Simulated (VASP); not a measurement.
Here is the system:

```xyz
3
Lattice="0.0000 2.9550 2.9550 2.9550 0.0000 2.9550 2.9550 2.9550 0.0000" Properties=species:S:1:pos:R:3 pbc="T T T"
Al     1.4775     1.4775     1.4775
Al     4.4325     4.4325     4.4325
Pt     0.0000     0.0000     0.0000
```

These are PBE GGA, VASP's PBE PAW potentials (set 64) (plane waves; VASP) values and carry that method's errors. Numerical set-up: 400 eV cut-off, 8×8×8 Γ-centred mesh, Fermi-Dirac smearing of 0.30 eV, potentials Al Pt.

Task: Give the stress tensor in GPa (positive for a compressed cell).

Result: 
```
2.65  0.00  0.00
0.00  2.65  0.00
0.00  0.00  2.65
```
The pressure is its mean diagonal, 2.65 GPa.

The compound is PtAl2 in the fluorite structure. The cell was not relaxed at this level. The run is one of a series of settings (ISMEAR = -1, SIGMA = 0.3 against the base run), some of them coarse on purpose.
